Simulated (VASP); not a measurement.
An input for Quantum ESPRESSO's pw.x (written as the equivalent of a VASP run, and not itself run):

```
&CONTROL
  calculation = 'vc-relax'
  pseudo_dir = './pseudo'
  outdir = './out'
  tprnfor = .true.
  tstress = .true.
  nstep = 60
  forc_conv_thr = 0.00078
/
&SYSTEM
  ibrav = 0
  nat = 4
  ntyp = 3
  ecutwfc = 98
  occupations = 'smearing'
  smearing = 'gaussian'
  degauss = 0.003675
  input_dft = 'vdw-df-ob86'
  nspin = 2
  starting_magnetization(1) = 0.2
  starting_magnetization(2) = -0.2
/
&ELECTRONS
  conv_thr = 7.3e-08
  electron_maxstep = 100
/
&IONS
/
&CELL
/
ATOMIC_SPECIES
  Ni1 58.693 Ni.upf
  Ni2 58.693 Ni.upf
  O 15.999 O.upf
CELL_PARAMETERS angstrom
     4.1176734    2.0566919    2.0566919
     2.0566919    4.1176734    2.0566919
     2.0566919    2.0566919    4.1176734
ATOMIC_POSITIONS crystal
  Ni1  0.0000000  0.0000000  0.0000000
  Ni2  0.5000000  0.5000000  0.5000000
  O    0.2500000  0.2500000  0.2500000
  O    0.7500000  0.7500000  0.7500000
K_POINTS automatic
  8 8 8 0 0 0
```

Translate this input to VASP (INCAR, KPOINTS, POSCAR, choice of POTCAR).

One answer among several that fit: 
### INCAR
```
# general
SYSTEM   = NiO
PREC     = Accurate
ENCUT    = 520
LREAL    = .FALSE.
LASPH    = .TRUE.

# electronic loop
EDIFF    = 1E-6
NELM     = 100
ALGO     = Normal
LMAXMIX  = 4

# smearing
ISMEAR   = 0
SIGMA    = 0.05

# functional
GGA      = MK
LUSE_VDW = .TRUE.
AGGAC    = 0.0
PARAM1   = 0.1234
PARAM2   = 1.0

# spin
ISPIN    = 2
MAGMOM   = 2.0 -2.0 0.0 0.0

# ions
IBRION   = 2
NSW      = 60
ISIF     = 3
EDIFFG   = -0.02

# output
LWAVE    = .FALSE.
LCHARG   = .FALSE.
LORBIT   = 10
```

POSCAR:
```
NiO
1
    4.1176733789     2.0566918651     2.0566918651
    2.0566918651     4.1176733789     2.0566918651
    2.0566918651     2.0566918651     4.1176733789
Ni O
2 2
Direct
  0.0000000000   0.0000000000   0.0000000000
  0.5000000000   0.5000000000   0.5000000000
  0.2500000000   0.2500000000   0.2500000000
  0.7500000000   0.7500000000   0.7500000000
```

File KPOINTS:
```
Regular mesh
0
G
8 8 8
0 0 0
```

POTCAR, in this order: Ni O (PBE.64 set). Program: vasp_std.

What does not carry over: the potentials are each code's own (VASP's PAW set, PseudoDojo norm-conserving files in pw.x), so ENCUT and ecutwfc are chosen apart and not converted; conv_thr bounds pw.x's estimated SCF error, while EDIFF bounds the energy change between steps; starting_magnetization is a fraction of the valence charge and MAGMOM a moment in μB, so they match only roughly; forc_conv_thr acts on force components and is met together with etot_conv_thr.

The compound is NiO in the rock salt, AFM-II order structure. This run relaxes it. Symmetry was kept, so distortions that lower it aren't found. The start is the result of an earlier pass.
